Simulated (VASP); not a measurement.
A run of VASP 6.6.1 is set up as follows.

File INCAR:

```
PREC = Accurate
ENCUT = 520
EDIFF = 1E-7
ISMEAR = -1
SIGMA = 0.05
LREAL = False
LASPH = True
NELM = 80
ALGO = Normal
ISIF = 2
LWAVE = False
LCHARG = False
GGA = PS
NBANDS = 33
KPAR = 2
```

KPOINTS

```
Automatic mesh
0
Gamma
  9 9 4
```

Contents of POSCAR:

```
P2W
1.0
    4.2500000000     -1.5840000000      0.0000000000
    4.2500000000      1.5840000000      0.0000000000
   -3.6613405039      0.0000000000      6.5065921737
W P
2 4
Direct
    0.1560780000      0.1541050000      0.7103680000
    0.8329730000      0.8452310000      0.2920380000
    0.4188750000      0.3763290000      0.6073680000
    0.6012510000      0.5977400000      0.4024280000
    0.8734270000      0.8559640000      0.9719740000
    0.1400780000      0.1448920000      0.0221760000
```

Potentials or basis: VASP PAW PBE potentials, release 64 (W_sv, P).

Launch:

```sh
$ cat potpaw_PBE.64/W_sv/POTCAR potpaw_PBE.64/P/POTCAR > POTCAR
$ mpirun -np 2 vasp_std > vasp.out
```

Predict the pressure.

-1.7 GPa.

Estimate the largest force.

1.164 eV/Å.

Forces in eV/Å, atoms in the order of the input:
```
W    0.539 -0.443 -0.931
W    0.270 -0.445  0.497
P    0.090  0.532 -0.392
P   -0.071  0.137 -0.173
P   -0.241  0.254  0.477
P   -0.587 -0.034  0.521
```

Caveat: the PAW data sets were made with another functional, which shifts forces and pressure a little. The run has no spin-orbit coupling, so splittings on W are missing.
